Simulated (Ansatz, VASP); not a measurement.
# AgB in two plane-wave programs, part 2 of 2

One calculation is typed for both programs; each brings its own data sets. How far apart do they land? The cell is generated by rule, not measured, and may not be a known phase. The cell is taken from a series of runs on this material, whose earlier steps may have relaxed, scaled, displaced or heated it; both programs get it as it stands.

VASP 6.6.1 and Ansatz 0.2.0.

So far: Starting point; Ansatz: relaxation of cell and atoms, PBEsol, pair 1; VASP: relaxation of cell and atoms, PBEsol, pair 1; Side by side.

## 5. VASP: relaxation of cell and atoms, PBEsol, pair 2

Level of this step: PBEsol; plane waves and PAW (B, Ag); invented cell (VASP).

The relaxed volume is the usual yardstick between codes: in a stiff, nearly cubic crystal its relative difference is about their pressure difference at one cell divided by the bulk modulus. This pair takes another cell of the material, with 4 atoms against 2 for the pair before.

The input, INCAR:

```
SYSTEM = AgB
PREC = Accurate
ENCUT = 500
EDIFF = 1E-07
NELM = 120
ISMEAR = 1
SIGMA = 0.15
LREAL = .FALSE.
ALGO = Normal
GGA = PS
NBANDS = 20
LASPH = .TRUE.
LORBIT = 11
LWAVE = .FALSE.
LCHARG = .FALSE.
ISIF = 3
IBRION = 2
NSW = 80
EDIFFG = -0.005
GGA_COMPAT = .FALSE.
NELMIN = 4
KPAR = 2
```

The input, POSCAR:

```
AgB
1.0
   -2.1569880000      2.1569880000      2.7172970000
    2.1569880000     -2.1569880000      2.7172970000
    2.1569880000      2.1569880000     -2.7172970000
B Ag
2 2
Direct
    0.6534986790      0.6534986790      0.0000000000
    0.3465015050      0.3465015050      0.0000000000
    0.0000000000      0.5000000000      0.5000000000
    0.5000000000      0.0000000000      0.5000000000
```

The input, KPOINTS:

```
Automatic mesh
0
Gamma
12 12 12
0 0 0
```

PAW data sets: B and Ag (PBE family, release 64).

Launch:

```sh
mpirun -np 2 vasp_std
```

Numbers of over 12 decimals in the logs are rounded to 6 here.

Log:

```text
[banner, memory and clock lines left out]
running    2 mpi-ranks, on    1 nodes
[...]
[... a notice as in an earlier step ...]

 LDA part: xc-table for (Slater+PW92), standard interpolation
 POSCAR, INCAR and KPOINTS ok, starting setup
[...]
entering main loop
       N       E                     dE             d eps       ncg     rms          rms(c)
DAV:   1     0.143729100163E+03    0.14373E+03   -0.13987E+04  6520   0.131E+03
DAV:   2    -0.152883517163E+02   -0.15902E+03   -0.15331E+03  7124   0.284E+02
DAV:   3    -0.198679322630E+02   -0.45796E+01   -0.45166E+01  7460   0.491E+01
DAV:   4    -0.198984062770E+02   -0.30474E-01   -0.30447E-01  7076   0.403E+00
[...]
DAV:  12    -0.162430802404E+02   -0.70959E-06   -0.19406E-06  7228   0.153E-02    0.450E-03
DAV:  13    -0.162430801267E+02    0.11369E-06   -0.13031E-07  4308   0.309E-03    0.985E-04
DAV:  14    -0.162430800720E+02    0.54693E-07   -0.26766E-08  3712   0.131E-03
   1 F= -.16243080E+02 E0= -.16243176E+02  d E =-.162431E+02
[... from here on, the cycles between the ionic steps are left out ...]
   2 F= -.16243126E+02 E0= -.16243220E+02  d E =-.461589E-04
   3 F= -.16243127E+02 E0= -.16243220E+02  d E =-.473368E-04
   4 F= -.16243133E+02 E0= -.16243226E+02  d E =-.579877E-05
   5 F= -.16243134E+02 E0= -.16243227E+02  d E =-.669770E-05
[...]
reached required accuracy - stopping structural energy minimisation
```

Parts of OUTCAR (step 5):

```text
  Total        0.0086884      0.0086884     -0.0031541      0.0000000      0.0000000      0.0000000
  in kB        0.2756585      0.2756585     -0.1000716      0.0000000      0.0000000      0.0000000
  external PRESSURE =       0.1504151 kB  Pullay stress =       0.0000000 kB

 POSITION                                       TOTAL-FORCE (eV/Angst)
 -----------------------------------------------------------------------------------
      0.00000      0.00000      3.55090        -0.000000     -0.000000      0.003257
      0.00000      0.00000      1.88049         0.000000      0.000000     -0.003257
      2.15611      0.00000      0.00000        -0.000000     -0.000000     -0.000000
      0.00000      2.15611      0.00000        -0.000000     -0.000000     -0.000000
 -----------------------------------------------------------------------------------
    total drift:                               -0.000000     -0.000000     -0.000048

  FREE ENERGIE OF THE ION-ELECTRON SYSTEM (eV)
  ---------------------------------------------------
  free  energy   TOTEN  =       -16.2431341065 eV

  energy  without entropy=      -16.2434129227  energy(sigma->0) =      -16.24322705

[... 1 part as in an earlier step ...]

[... 3 further parts left out ...]
[key lines of the parts left out:]
E-fermi :   7.7843
```

The run keeps the 16 symmetry operations of its start, so it cannot find a distortion of lower symmetry.

## 6. Ansatz: relaxation of cell and atoms, PBEsol, pair 2

The same cell, functional, mesh and smearing now go to Ansatz, which takes its cutoff from its data sets.

The cell is taken from a series of runs on this material, whose earlier steps may have relaxed, scaled, displaced or heated it; both programs get it as it stands.

The input, input.yaml:

```yaml
crystal:
  lattice:
    - [-2.1569878973, 2.1569878973, 2.7172971591]
    - [2.1569878973, -2.1569878973, 2.7172971591]
    - [2.1569878973, 2.1569878973, -2.7172971591]
  atoms:
    - { symbol: B, position: [0.6534985893, 0.6534985893, 0.0] }
    - { symbol: B, position: [0.3465014107, 0.3465014107, 0.0] }
    - { symbol: Ag, position: [0.0, 0.5, 0.5] }
    - { symbol: Ag, position: [0.5, 0.0, 0.5] }
kpoints:
  mp_grid: { grid: [12, 12, 12] }
hamiltonian:
  xc: pbesol
scf:
  occupations: { method: methfessel_paxton, width: 0.15 }
output:
  forces: true
  stress: true
  eigenvalues: true
relax:
  adjacent_minimum: "off"
  f_tol: 0.001
  max_steps: 60
  cell: { stress_tol: 0.01 }
```

Launch:

```sh
ansatz run input.yaml --threads 4 --pin off --max-ram 7168MiB --backend cpu --events-out ev --progress --plain --runs-dir out
```

Log:

```text
[...]
Crystal: 4 atoms, lattice volume = 50.570 Å³
Basis set: ecut = 420 eV, 969 PW (Γ), exchange–correlation on 60×60×60 points (8 copies of the dense FFT grid, shifted against one another)
Bands: 27, of which v1, the nominal top of the filled ones, is band 22 counted from 1 (21 counted from 0)
Symmetry: 16 space group operations
[...]
k-points: 163 of 1728
[...]
--- Relaxed structure (1 steps of the walk, 1 accepted, 1 SCFs on fresh bases) ---
[...]
cell:  # Å, volume = 50.5700 Å³
    - [-2.1569878973, 2.1569878973, 2.7172971591]
    - [2.1569878973, -2.1569878973, 2.7172971591]
    - [2.1569878973, 2.1569878973, -2.7172971591]
  atoms:
    - { symbol: B, position: [0.653499, 0.653499, 0.0] }
    - { symbol: B, position: [0.346501, 0.346501, 0.0] }
    - { symbol: Ag, position: [0.0, 0.5, 0.5] }
    - { symbol: Ag, position: [0.5, 0.0, 0.5] }
[key lines of the parts left out:]
SCF converged after 6 iterations
Free energy (F): -15345.374173 eV
Fermi energy:    14.695144 eV
P = ⅓ Tr σ = 0.0014 GPa (0.014 kbar)
```

## 7. Side by side

What differs besides the data sets and the points named for the pairs above, as far as they apply: the data sets hold 44 valence electrons in Ansatz (on its default PAW (the set named soft_2) files) and 28 in VASP. Total energies have different zeros and are not compared.

Compared:

| quantity | Ansatz | VASP | difference |
| --- | --- | --- | --- |
| volume (Å³) | 50.57 | 50.50 | +0.14 % |
| edge a after relaxation, in the typed setting (Å) | 4.085 | 4.083 | +0.05 % |

## 8. Ansatz: relaxation of cell and atoms, PBEsol, pair 3

The relaxed volume is the usual yardstick between codes: in a stiff, nearly cubic crystal its relative difference is about their pressure difference at one cell divided by the bulk modulus. This pair takes another cell of the material, with 8 atoms against 4 for the pair before.

The cell is taken from a series of runs on this material, whose earlier steps may have relaxed, scaled, displaced or heated it; both programs get it as it stands.

input.yaml, the sections that differ from step 6:

```yaml
crystal:
  lattice:
    - [0.0, 3.4962946894, 5.3112641527]
    - [2.7171402723, 0.0, 5.3112641527]
    - [2.7171402723, 3.4962946894, 0.0]
  atoms:
    - { symbol: B, position: [0.5645008231, 0.2616451355, 0.4354991769] }
    - { symbol: B, position: [0.2616451355, 0.5645008231, 0.7383548645] }
    - { symbol: B, position: [0.4354991769, 0.7383548645, 0.5645008231] }
    - { symbol: B, position: [0.7383548645, 0.4354991769, 0.2616451355] }
    - { symbol: Ag, position: [0.1831895655, 0.8168104345, 0.1831895655] }
    - { symbol: Ag, position: [0.8168104345, 0.1831895655, 0.8168104345] }
    - { symbol: Ag, position: [0.0, 0.5, 0.5] }
    - { symbol: Ag, position: [0.5, 0.0, 0.0] }
kpoints:
  mp_grid: { grid: [8, 8, 8] }
# hamiltonian, scf, output, relax: as in step 6
```

Log:

```text
[...]
Crystal: 8 atoms, lattice volume = 100.913 Å³
Basis set: ecut = 420 eV, 1971 PW (Γ), exchange–correlation on 90×80×60 points (8 copies of the dense FFT grid, shifted against one another)
Bands: 53, of which v1, the nominal top of the filled ones, is band 44 counted from 1 (43 counted from 0)
Symmetry: 8 space group operations
[...]
k-points: 95 of 512
[...]
atoms:
    - { symbol: B, position: [0.564508, 0.261633, 0.435492] }
    - { symbol: B, position: [0.261633, 0.564508, 0.738367] }
    - { symbol: B, position: [0.435492, 0.738367, 0.564508] }
    - { symbol: B, position: [0.738367, 0.435492, 0.261633] }
    - { symbol: Ag, position: [0.183177, 0.816823, 0.183177] }
    - { symbol: Ag, position: [0.816823, 0.183177, 0.816823] }
    - { symbol: Ag, position: [-1.1102230246251565e-16, 0.500000, 0.500000] }
    - { symbol: Ag, position: [0.5, 0.0, 0.0] }
[key lines of the parts left out:]
SCF converged after 4 iterations
Free energy (F): -30692.398497 eV
Fermi energy:    14.900905 eV
P = ⅓ Tr σ = -0.0035 GPa (-0.035 kbar)
```

## 9. VASP: relaxation of cell and atoms, PBEsol, pair 3

The same cell, functional, mesh and smearing now go to VASP, with its own data sets.

INCAR: that of step 5 with these lines changed.

```diff
@@ -10,3 +10,3 @@
 GGA = PS
-NBANDS = 20
+NBANDS = 36
 LASPH = .TRUE.
```

The input, POSCAR:

```
AgB
1.0
    0.0000000000      3.4962950000      5.3112640000
    2.7171400000      0.0000000000      5.3112640000
    2.7171400000      3.4962950000      0.0000000000
B Ag
4 4
Direct
    0.5645007402      0.2616451641      0.4354992598
    0.2616449801      0.5645009242      0.7383550199
    0.4354990758      0.7383550199      0.5645009242
    0.7383548359      0.4354992598      0.2616451641
    0.1831894906      0.8168105094      0.1831894906
    0.8168103664      0.1831896336      0.8168103664
    0.9999999285      0.5000000715      0.4999999285
    0.4999999285      0.0000000715      0.9999999285
```

The input, KPOINTS:

```
Automatic mesh
0
Gamma
8 8 8
0 0 0
```

Launch:

```sh
mpirun -np 2 vasp_std
```

Log:

```text
[banner, memory and clock lines left out]
running    2 mpi-ranks, on    1 nodes
[...]
[... a notice as in an earlier step ...]

 LDA part: xc-table for (Slater+PW92), standard interpolation
 POSCAR, INCAR and KPOINTS ok, starting setup
[...]
entering main loop
       N       E                     dE             d eps       ncg     rms          rms(c)
DAV:   1     0.325214584088E+03    0.32521E+03   -0.27447E+04  6840   0.146E+03
DAV:   2    -0.264364571363E+02   -0.35165E+03   -0.33947E+03  7224   0.329E+02
DAV:   3    -0.408969357377E+02   -0.14460E+02   -0.14158E+02  8232   0.652E+01
DAV:   4    -0.410874963897E+02   -0.19056E+00   -0.18999E+00  7724   0.717E+00
[...]
DAV:  13    -0.341515893726E+02   -0.65425E-07   -0.35246E-06  8216   0.116E-02    0.543E-03
DAV:  14    -0.341515894777E+02   -0.10519E-06   -0.58764E-07  7324   0.535E-03    0.118E-03
DAV:  15    -0.341515894441E+02    0.33690E-07   -0.44930E-08  4124   0.174E-03
   1 F= -.34151589E+02 E0= -.34152594E+02  d E =-.341516E+02
[... from here on, the cycles between the ionic steps are left out ...]
   2 F= -.34151685E+02 E0= -.34152668E+02  d E =-.958932E-04
   3 F= -.34151699E+02 E0= -.34152687E+02  d E =-.109272E-03
   4 F= -.34151716E+02 E0= -.34152712E+02  d E =-.174506E-04
   5 F= -.34151716E+02 E0= -.34152711E+02  d E =-.177278E-04
   6 F= -.34151725E+02 E0= -.34152721E+02  d E =-.864220E-05
 trial-energy change:   -0.000009  1 .order   -0.000009   -0.000014   -0.000003
 step:   1.2265(harm=  1.2265)  dis= 0.00061  next Energy=   -34.151726 (dE=-0.952E-05)
 reached required accuracy - stopping structural energy minimisation
```

Parts of OUTCAR (step 9):

```text
  Total        0.0106987      0.0035732      0.0059237      0.0000000      0.0000000      0.0000000
  in kB        0.1700966      0.0568095      0.0941789      0.0000000      0.0000000      0.0000000
  external PRESSURE =       0.1070283 kB  Pullay stress =       0.0000000 kB

 POSITION                                       TOTAL-FORCE (eV/Angst)
 -----------------------------------------------------------------------------------
      1.89293      3.49393      4.38432         0.000391      0.000000     -0.001825
      3.54049      3.49393      4.38432        -0.000391      0.000000     -0.001825
      3.54049      3.49393      6.23235        -0.000391      0.000000      0.001825
      1.89293      3.49393      6.23235         0.000391      0.000000      0.001825
      2.71671      1.28012      5.30833         0.000000     -0.000382      0.000000
      2.71671      5.70775      5.30833         0.000000      0.000382      0.000000
      2.71671      5.24090      7.96250         0.000000      0.000000      0.000000
      2.71671      5.24090      2.65417         0.000000      0.000000      0.000000
 -----------------------------------------------------------------------------------
    total drift:                               -0.000036      0.000652      0.000000

  FREE ENERGIE OF THE ION-ELECTRON SYSTEM (eV)
  ---------------------------------------------------
  free  energy   TOTEN  =       -34.1517250864 eV

  energy  without entropy=      -34.1547124280  energy(sigma->0) =      -34.15272087

[... 1 part as in an earlier step ...]

[... 3 further parts left out ...]
[key lines of the parts left out:]
E-fermi :   7.9737
```

## 10. Side by side

What differs besides the data sets and the points named for the pairs above, as far as they apply: the data sets hold 88 valence electrons in Ansatz (on its default PAW (the set named soft_2) files) and 56 in VASP. Total energies have different zeros and are not compared.

The two programs side by side:

| quantity | Ansatz | VASP | difference |
| --- | --- | --- | --- |
| volume (Å³) | 100.91 | 100.77 | +0.14 % |
| edge a after relaxation, in the typed setting (Å) | 6.359 | 6.355 | +0.06 % |
| edge b after relaxation, in the typed setting (Å) | 5.966 | 5.963 | +0.04 % |
| edge c after relaxation, in the typed setting (Å) | 4.428 | 4.426 | +0.05 % |

## 11. Summary of results

| Quantity | Value |
| --- | --- |
| difference in volume (relaxation of cell and atoms, PBEsol, pair 1) | 0.14 % |
| difference in volume (relaxation of cell and atoms, PBEsol, pair 2) | 0.14 % |
| difference in volume (relaxation of cell and atoms, PBEsol, pair 3) | 0.14 % |

What this shows: The difference in volume is 0.14 % (relaxation of cell and atoms, PBEsol, pair 2), within the 1.2 % picked in this series as the mark of a large difference, as far as the stopping tolerances let one tell. The data sets hold unlike numbers of valence electrons (22 in Ansatz and 14 in VASP, 44 in Ansatz and 28 in VASP and 88 in Ansatz and 56 in VASP), so part of the differences comes from the potentials. 3 further runs of this series are not shown here. How closely two codes agree says nothing of how well the functional describes the real material.

[Lines on the potential files, build, host, timing and source positions are cut from VASP's logs without a mark.]

[Logs are printed without paths, hosts, clocks, repeated set-up lines and the standing remarks that a program may print on its own settings, such as how far it seeks lower states.]

[Hosts, paths, dates, database ids (printed as entryN), source tags and the programs' standing remarks are cut or masked in the printed files.]
